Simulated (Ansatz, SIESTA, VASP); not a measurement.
## One structure in several programs: Ca2H3Br (P1, 6 atoms in the cell)

Self-consistent single point.

```xyz
6
Lattice="3.9029 0.0000 0.0000 -1.9515 3.3800 0.0000 0.0000 0.0000 6.8535" Properties=species:S:1:pos:R:3 pbc="T T T"
Ca     1.9801     1.1440     1.2659
Ca     0.0172     2.2673     5.5847
H      1.9177     1.1015     5.8329
H     -0.0211     2.2517     1.0281
H      0.0008    -0.0032    -0.0156
Br     0.0083    -0.0013     3.4379
```

Shared settings, as Ansatz (a quantum-chemistry and plane-wave program) writes them: kpoints.mp_grid.grid = 6 6 3; magnetization.spin_orbit = true; scf.occupations.method = fermi_dirac; scf.occupations.width = 0.01 eV. Potentials and cutoffs stand in the table.

| code | model | pressure (GPa) | largest force (eV/Å) | gap on the mesh (eV) | cutoff |
|---|---|---|---|---|---|
| VASP | PBEsol, spin-orbit coupling, VASP's PBE PAW potentials (set 64) | -2.39 | 0.189 | 1.604 | 300 eV |
| Ansatz | PBEsol with spin-orbit coupling, PAW files made with PBE | -1.82 | 0.188 | 1.624 | 420 eV |
| SIESTA | GGA PBEsol with spin-orbit coupling, numerical atomic orbitals TZP, PseudoDojo PBEsol fully relativistic norm-conserving potentials (rewritten from UPF to PSML) | – | 0.461 | 2.287 | grid 350 Ry |

Size of the force on each atom (eV/Å): Sizes of forces hide their directions.

```json
[
 {"code": "VASP", "Ca1": "0.167", "Ca2": "0.139", "H3": "0.189", "H4": "0.157", "H5": "0.066", "Br6": "0.044"},
 {"code": "Ansatz", "Ca1": "0.156", "Ca2": "0.128", "H3": "0.188", "H4": "0.156", "H5": "0.067", "Br6": "0.043"},
 {"code": "SIESTA", "Ca1": "0.461", "Ca2": "0.420", "H3": "0.350", "H4": "0.303", "H5": "0.053", "Br6": "0.061"}
]
```

A dash marks a value that a program does not give, or that is left out as unsure.

Gaps are read on the mesh.

The spread over the programs that give each value: pressure within 0.57 GPa; largest force within 0.273 eV/Å; gap on the mesh within 0.683 eV.

SIESTA uses small atom-centred bases, whose incompleteness enters pressures, forces and empty levels differently from a plane-wave cutoff. Ansatz's pressure is given at a fixed set of plane waves, as the other plane-wave codes print theirs; with its correction for the finite basis it is -1.78 GPa. In the gap, SIESTA (by 0.673) lies more than 0.12 eV from the median of the plane-wave programs. In the force vectors, SIESTA (by 0.341) lies more than 0.08 eV/Å from the median of the plane-wave programs.

VASP's run is marked for a possible Pulay error in its stress at this cutoff; no cutoff test was made.

The starting cell comes from a database of computed structures (which also holds hypothetical and non-ambient phases and stackings), without a prior relaxation at this level. Its atoms were displaced at random from the sites of space group no. 164.

Keys are those of Ansatz 0.2.
